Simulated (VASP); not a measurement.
```yaml
crystal:
  lattice:
    - [0.00000, 3.09292, 3.09292]
    - [3.09292, 0.00000, 3.09292]
    - [3.09292, 3.09292, 0.00000]
  atoms:
    - { symbol: In, position: [0.00000, 0.00000, 0.00000] }
    - { symbol: As, position: [0.25000, 0.25000, 0.25000] }
```

Calculation: PBE GGA, VASP's PBE PAW potentials (set 64) (plane waves; VASP). Settings: 480 eV cut-off, 10×10×10 Γ-centred mesh, first-order Methfessel-Paxton smearing of 0.10 eV, potentials In_d As.

Unless said otherwise, spin-orbit coupling is left out, though it shifts the bands of the heavy elements here.

Task: What does the run give for the energy per atom (σ→0), band gap (on the k-mesh) with the smallest direct gap where there is one?

Result: 
| Property | Result |
|---|---|
| band gap (on the k-mesh) | none (metal, semimetal or under 0.01 eV) |
| energy per atom (σ→0) | -3.860 eV/atom |

Total energies compare only between runs with the same potentials, cut-off and functional.

The compound is InAs in the zinc blende structure. It was relaxed first, which changed the volume by +6 %.
